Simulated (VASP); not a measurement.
Write the native input for VASP 6.6.1 that does the following.

```
Task                   : single point
Functional             : PBE
Dispersion             : D3(BJ)
Potentials or basis    : VASP PAW PBE potentials, release 64 (C, O)
Cutoff                 : 520 eV
k mesh                 : 1 × 1 × 1
Occupations            : fermi-dirac, width 0.02 eV
Spin                   : no spin polarisation
Dipole correction      : no
Further INCAR settings : LREAL = Auto; ALGO = Fast; EDIFF = 1e-06; NBANDS = 101
```

The structure of CO2 lies in POSCAR:

```
CO2
1.0
    8.7065880000      0.0000000000      0.0000000000
    0.0000000000      8.7065880000      0.0000000000
    0.0000000000      0.0000000000      8.7065880000
C O
10 20
Direct
    0.9232663817      0.1850782419      0.0635955210
    0.1986082263      0.4991048158      0.5155521313
    0.6106869878      0.0665013666      0.8118564930
    0.8485872996      0.0655250943      0.4491771059
    0.2393819485      0.8233765052      0.2717252729
    0.4513363903      0.6903622866      0.8932431396
    0.7934796042      0.5833513657      0.3458071061
    0.2598606940      0.3825953404      0.0857970999
    0.8663669396      0.7715881353     -0.0529254399
    0.2431606962      0.0985460665      0.6892137310
    0.8499425952      0.2276322252      0.1664601564
    1.0057556416      0.1333587853     -0.0302759244
    0.1891096719      0.5752081068      0.6243433134
    0.2011809908      0.4228177559      0.4036598493
    0.6119389134      0.0874280487      0.9446065439
    0.5864524657      0.0570487543      0.6845391099
    0.7731271998     -0.0341465566      0.3951605382
    0.9190396973      0.1633016286      0.5130367947
    0.1386421409      0.9070947195      0.2502587696
    0.3253398461      0.7326406165      0.3078932872
    0.5406021280      0.5932978567      0.8599694852
    0.3626104738      0.7831655753      0.9229103295
    0.9000196173      0.5867051479      0.4272741515
    0.6812657266      0.5835810768      0.2724488629
    0.1793239786      0.4872057803      0.0642961399
    0.3408338605      0.2763884084      0.0982933843
    0.9155595740      0.7512701876      0.0707050799
    0.8245824886      0.8058265764     -0.1764870464
    0.2399102840      0.2296881396      0.7107491477
    0.2366024440     -0.0275538477      0.6494162811
```

The cell was built by a generator and needn't be a form met in nature.

These files were run (other wordings do the same):

INCAR

```
SYSTEM = CO2
ALGO = Fast ; EDIFF = 1E-6
ENCUT = 520 ; GGA = PE
ISIF = 2 ; ISMEAR = -1
IVDW = 12 ; LASPH = .True.
LCHARG = .False. ; LREAL = Auto
LWAVE = .False. ; NBANDS = 101
NELM = 100 ; PREC = Accurate
SIGMA = 0.02
```

KPOINTS

```
k-points
0
Gamma
  1 1 1
  0 0 0
```

Potentials or basis: VASP PAW PBE potentials, release 64 (C, O).

Command:

```bash
$ cat potpaw_PBE.64/C/POTCAR potpaw_PBE.64/O/POTCAR > POTCAR
$ mpirun -np 1 vasp_gam > vasp.out
```

It gave:

```yaml
Pressure: 2.3 GPa
Largest_force: 5.235 eV/Å
Band_gap_on_the_k_mesh: 6.19 eV, direct
Dispersion_energy_per_atom: -0.045 eV
```

Caveat: the standard files for N, O and F lose accuracy on very short bonds.

It took 4.5 min on 1 thread of AMD EPYC 7571, with other jobs on the host, peak memory 0.62 GiB.
